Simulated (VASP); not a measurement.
Wanted: the native input for a VASP 6.6.1 run.

```yaml
Task: single point
Functional: PBE
Potentials_or_basis: VASP PAW PBE potentials, release 64 (Li_sv, Y_sv)
Cutoff: 520 eV
k_mesh: 4 × 4 × 5
Occupations: fermi-dirac, width 0.15 eV
Spin: no spin polarisation
Dipole_correction: no
Further_INCAR_settings: ALGO = Normal; EDIFF = 1e-07; NBANDS = 30
```

The structure of Li3Y lies in POSCAR:

```
Li3Y
1.0
    6.5680938900      0.0000000000      0.0000000000
   -3.2840469400      5.6881361600      0.0000000000
    0.0000000000      0.0000000000      4.9927860000
Li Y
6 2
Direct
    0.2995379994      0.1497689992      0.7500000000
    0.8502309996      0.1497689992      0.7500000000
    0.8502309986      0.7004619998      0.7500000000
    0.7004619991      0.8502310008      0.2500000000
    0.1497690004      0.8502310008      0.2500000000
    0.1497689999      0.2995380002      0.2500000000
    0.6666666703      0.3333333304      0.2500000000
    0.3333333297      0.6666666696      0.7500000000
```

The cell comes from a database or a generator and needn't be the stable form of this composition.

These files were run (other wordings do the same):

INCAR

```
SYSTEM = Li3Y
PREC = Accurate
ENCUT = 520
EDIFF = 1E-7
ISMEAR = -1
SIGMA = 0.15
LREAL = .False.
LASPH = .True.
NELM = 100
ALGO = Normal
ISIF = 2
LWAVE = .False.
LCHARG = .False.
GGA = PE
NBANDS = 30
```

KPOINTS

```
Automatic mesh
0
Gamma
  4 4 5
  0 0 0
```

Potentials or basis: VASP PAW PBE potentials, release 64 (Li_sv, Y_sv).

Launch:

```bash
$ cat potpaw_PBE.64/Li_sv/POTCAR potpaw_PBE.64/Y_sv/POTCAR > POTCAR
$ mpirun -np 1 vasp_std > vasp.out
```

Results of the run:

| Property | Result |
| --- | --- |
| Largest force | 0.036 eV/Å |
| Band gap on the k mesh | none (metal or under the smearing width) |

Wall time 99 s on 1 thread of Intel(R) Xeon(R) Platinum 8259CL CPU @ 2.50GHz (Skylake/Cascade Lake), with other jobs on the host, peak memory 0.33 GiB.
